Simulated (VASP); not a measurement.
Here is a VASP 6.6.1 calculation.

File INCAR:

```
SYSTEM = ZnCd3Se3S
PREC = Normal
ENCUT = 520
EDIFF = 1E-4
ISMEAR = 0
SIGMA = 0.15
LREAL = .FALSE.
LASPH = .TRUE.
NELM = 60
ALGO = Fast
ISIF = 3
LWAVE = .FALSE.
LCHARG = .FALSE.
GGA = PE
IBRION = 2
NSW = 24
EDIFFG = -0.08
```

KPOINTS

```
Automatic mesh
0
G
  3 3 2
  0 0 0
```

POSCAR

```
ZnCd3Se3S
1.0
    5.5580414300      0.0000000000      0.0000000000
   -2.7790207200      4.8134050800      0.0000000000
    0.0000000000      0.0000000000      8.1682451800
Zn Cd Se S
1 3 3 1
Direct
    0.0000000000      0.0000000000      0.0000000000
    0.5000000000      0.0000000000      0.0000000000
    0.0000000000      0.5000000000      0.0000000000
    0.5000000000      0.5000000000      0.0000000000
    0.5000000000      0.0000000000      0.5000000000
    0.0000000000      0.5000000000      0.5000000000
    0.5000000000      0.5000000000      0.5000000000
    0.0000000000      0.0000000000      0.5000000000
```

Potentials or basis: VASP PAW PBE potentials, release 64 (Zn, Cd, Se, S).

Run with:

```sh
$ cat potpaw_PBE.64/Zn/POTCAR potpaw_PBE.64/Cd/POTCAR potpaw_PBE.64/Se/POTCAR potpaw_PBE.64/S/POTCAR > POTCAR
$ mpirun -np 1 vasp_std > vasp.out
```

(1) What does it give for the space group after relaxing (to 0.05 Å)?

(2) What does it give for the band gap on the k mesh?

## Answers

(1) P6/mmm (No. 191).

(2) none (metal or under the smearing width).

Caveat: the k mesh is coarse (spacing up to 0.44 Å⁻¹), so the values aren't converged.
